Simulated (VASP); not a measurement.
A VASP calculation is set up with these files.

INCAR:
```
SYSTEM = AlN
PREC = Accurate
ENCUT = 520
EDIFF = 1E-6
NELM = 60
ALGO = VeryFast
LREAL = .FALSE.
LASPH = .TRUE.
ISMEAR = 0
SIGMA = 0.05
GGA = PE
LWAVE = .FALSE.
LCHARG = .FALSE.
ISIF = 2
NELMDL = -1
```

### KPOINTS
```
Automatic mesh
0
Gamma
8 8 8
0 0 0
```

### POSCAR
```
AlN
1
    0.0000000000     2.1900000000     2.1900000000
    2.1900000000     0.0000000000     2.1900000000
    2.1900000000     2.1900000000     0.0000000000
Al N
1 1
Direct
  0.0000000000   0.0000000000   0.0000000000
  0.2500000000   0.2500000000   0.2500000000
```

POTCAR, in this order: Al N (PBE.64 set). Program: vasp_std.

The resulting files:

**standard output**
```
...
RMM:  21     0.261974243200E+03   -0.18505E+00   -0.18620E+00   918   0.225E+01    0.596E+02
RMM:  22     0.261818790021E+03   -0.15545E+00   -0.16041E+00   906   0.220E+01    0.587E+02
RMM:  23     0.261687762568E+03   -0.13103E+00   -0.12790E+00   909   0.212E+01    0.594E+02
RMM:  24     0.261574417385E+03   -0.11335E+00   -0.11308E+00   917   0.206E+01    0.597E+02
RMM:  25     0.261459514468E+03   -0.11490E+00   -0.11085E+00   911   0.200E+01    0.605E+02
RMM:  26     0.261330401326E+03   -0.12911E+00   -0.12273E+00   916   0.195E+01    0.831E+02
RMM:  27     0.261227970252E+03   -0.10243E+00   -0.98322E-01   910   0.192E+01    0.858E+02
RMM:  28     0.261113119035E+03   -0.11485E+00   -0.10747E+00   915   0.187E+01    0.118E+03
RMM:  29     0.260996845389E+03   -0.11627E+00   -0.10957E+00   906   0.185E+01    0.122E+03
RMM:  30     0.260881923689E+03   -0.11492E+00   -0.11474E+00   905   0.180E+01    0.119E+03
RMM:  31     0.260768953873E+03   -0.11297E+00   -0.12851E+00   906   0.176E+01    0.103E+03
RMM:  32     0.260677317819E+03   -0.91636E-01   -0.11036E+00   903   0.172E+01    0.902E+02
RMM:  33     0.260599934890E+03   -0.77383E-01   -0.95682E-01   901   0.168E+01    0.793E+02
RMM:  34     0.260539301469E+03   -0.60633E-01   -0.76862E-01   907   0.165E+01    0.687E+02
RMM:  35     0.260477438389E+03   -0.61863E-01   -0.75492E-01   907   0.161E+01    0.586E+02
RMM:  36     0.260423598173E+03   -0.53840E-01   -0.62736E-01   914   0.159E+01    0.517E+02
RMM:  37     0.260362457024E+03   -0.61141E-01   -0.68880E-01   910   0.155E+01    0.451E+02
RMM:  38     0.260304884708E+03   -0.57572E-01   -0.62516E-01   919   0.153E+01    0.408E+02
RMM:  39     0.260240497379E+03   -0.64387E-01   -0.68657E-01   911   0.150E+01    0.339E+02
RMM:  40     0.260184745500E+03   -0.55752E-01   -0.56674E-01   919   0.148E+01    0.306E+02
RMM:  41     0.260127344234E+03   -0.57401E-01   -0.57468E-01   910   0.145E+01    0.295E+02
RMM:  42     0.260079735326E+03   -0.47609E-01   -0.47160E-01   912   0.143E+01    0.317E+02
RMM:  43     0.260027712318E+03   -0.52023E-01   -0.52188E-01   909   0.141E+01    0.333E+02
RMM:  44     0.259983606639E+03   -0.44106E-01   -0.44125E-01   902   0.139E+01    0.362E+02
RMM:  45     0.259933605316E+03   -0.50001E-01   -0.50725E-01   902   0.137E+01    0.381E+02
RMM:  46     0.259893820523E+03   -0.39785E-01   -0.40043E-01   899   0.135E+01    0.412E+02
RMM:  47     0.259844129211E+03   -0.49691E-01   -0.50051E-01   882   0.134E+01    0.435E+02
RMM:  48     0.259803657899E+03   -0.40471E-01   -0.40246E-01   903   0.132E+01    0.479E+02
RMM:  49     0.259757453366E+03   -0.46205E-01   -0.47532E-01   903   0.130E+01    0.504E+02
RMM:  50     0.259718050613E+03   -0.39403E-01   -0.39963E-01   898   0.129E+01    0.540E+02
RMM:  51     0.259673612705E+03   -0.44438E-01   -0.45853E-01   906   0.127E+01    0.562E+02
RMM:  52     0.259635276532E+03   -0.38336E-01   -0.40054E-01   900   0.126E+01    0.584E+02
RMM:  53     0.259592556516E+03   -0.42720E-01   -0.43257E-01   908   0.124E+01    0.614E+02
RMM:  54     0.259557089748E+03   -0.35467E-01   -0.36064E-01   903   0.123E+01    0.643E+02
RMM:  55     0.259517001609E+03   -0.40088E-01   -0.40946E-01   905   0.121E+01    0.667E+02
RMM:  56     0.259483823883E+03   -0.33178E-01   -0.33562E-01   880   0.120E+01    0.696E+02
RMM:  57     0.259444062586E+03   -0.39761E-01   -0.48246E-01   862   0.119E+01    0.656E+02
RMM:  58     0.259408564976E+03   -0.35498E-01   -0.41673E-01   895   0.118E+01    0.636E+02
RMM:  59     0.259369950055E+03   -0.38615E-01   -0.47848E-01   894   0.116E+01    0.583E+02
RMM:  60     0.259335823777E+03   -0.34126E-01   -0.41100E-01   903   0.115E+01

 -----------------------------------------------------------------------------
|                                                                             |
|           W    W    AA    RRRRR   N    N  II  N    N   GGGG   !!!           |
|           W    W   A  A   R    R  NN   N  II  NN   N  G    G  !!!           |
|           W    W  A    A  R    R  N N  N  II  N N  N  G       !!!           |
|           W WW W  AAAAAA  RRRRR   N  N N  II  N  N N  G  GGG   !            |
|           WW  WW  A    A  R   R   N   NN  II  N   NN  G    G                |
|           W    W  A    A  R    R  N    N  II  N    N   GGGG   !!!           |
|                                                                             |
|     The electronic self-consistency was not achieved in the given           |
|     number of steps (NELM). The forces and other quantities evaluated       |
|     might not be reliable so examine the results carefully. If you find     |
|     spurious results, we suggest increasing NELM, if you were close to      |
|     convergence or switching to a different ALGO or adjusting the           |
|     density mixing parameters otherwise.                                    |
|                                                                             |
 -----------------------------------------------------------------------------

   1 F= 0.25933582E+03 E0= 0.25933612E+03  d E =-.599137E-03
```

File OUTCAR:
```
------------------------ aborting loop EDIFF was not reached (unconverged)  ----------------------------
  FORCE on cell =-STRESS in cart. coord.  units (eV):
  Direction    XX          YY          ZZ          XY          YZ          ZX
  --------------------------------------------------------------------------------------
  Total      119.4669293    119.4669293    119.4669293      0.0000000      0.0000000      0.0000000
  in kB     9111.6272161   9111.6272161   9111.6272161      0.0000000      0.0000000      0.0000000
  external PRESSURE =    9111.6272161 kB  Pullay stress =       0.0000000 kB
  volume of cell :       21.01
      direct lattice vectors                 reciprocal lattice vectors
     0.000000000  2.190000000  2.190000000    -0.228310502  0.228310502  0.228310502
     2.190000000  0.000000000  2.190000000     0.228310502 -0.228310502  0.228310502
     2.190000000  2.190000000  0.000000000     0.228310502  0.228310502 -0.228310502
  FREE ENERGIE OF THE ION-ELECTRON SYSTEM (eV)
  ---------------------------------------------------
  free  energy   TOTEN  =       259.3358237767 eV

  energy  without entropy=      259.3364229137  energy(sigma->0) =      259.33612335
```
(Selected blocks of OUTCAR.)

### Question
From input and log, find the fault in this run and mend it.

### Answer
The cause: ALGO = VeryFast starts from random orbitals with almost no delay (NELMDL = -1). Convergence was not reached. Against the sound run, the energy per atom (σ→0) goes up by 137.090 eV/atom; the pressure rises by 908.28 GPa; the band gap drops by 3.31 eV. To mend it, set ALGO = Normal, remove NELMDL.

The mended run (PBE GGA, plane waves, VASP's PBE PAW potentials (set 64)) converges, and its OSZICAR ends with
```
   1 F= -.14844434E+02 E0= -.14844434E+02  d E =-.778369E-14
```

The compound is AlN in the zinc blende structure, a metastable form; wurtzite is the usual one. The cell was not relaxed at this level.
